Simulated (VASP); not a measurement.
Here is the system:

```xyz
12
Lattice="6.5504 0.0000 0.0000 0.0000 6.5504 0.0000 0.0000 0.0000 6.5504" Properties=species:S:1:pos:R:3 pbc="T T T"
Sb     4.0952     5.7303     0.8200
Sb     0.8200     4.0952     5.7303
Sb     4.0952     4.0952     4.0952
Sb     2.4551     2.4551     2.4551
Sb     5.7303     0.8200     4.0952
Sb     5.7303     2.4551     0.8200
Sb     0.8200     5.7303     2.4551
Sb     2.4551     0.8200     5.7303
Pt     0.0000     3.2752     3.2752
Pt     3.2752     0.0000     3.2752
Pt     0.0000     0.0000     0.0000
Pt     3.2752     3.2752     0.0000
```

All values below come from PBE GGA, VASP's PBE PAW potentials (set 64) (plane waves; VASP 6.6.1). Numerical set-up: 400 eV cut-off, 5×5×5 Γ-centred mesh, tetrahedra with Blöchl corrections, potentials Sb Pt.

Unless said otherwise, spin-orbit coupling is left out, though it shifts the bands of the heavy elements here.

Task: What does the run give for the energy per atom (σ→0), band gap (on the k-mesh) with the smallest direct gap where there is one?

Result: 
| Property | Value |
|---|---|
| band gap (on the k-mesh) | none (metal, semimetal or under 0.01 eV) |
| energy per atom (σ→0) | -5.268 eV/atom |

Only differences to runs with the same potentials and settings are physical.

The compound is PtSb2 in the pyrite structure. It was relaxed first, which changed the volume by +5 %.
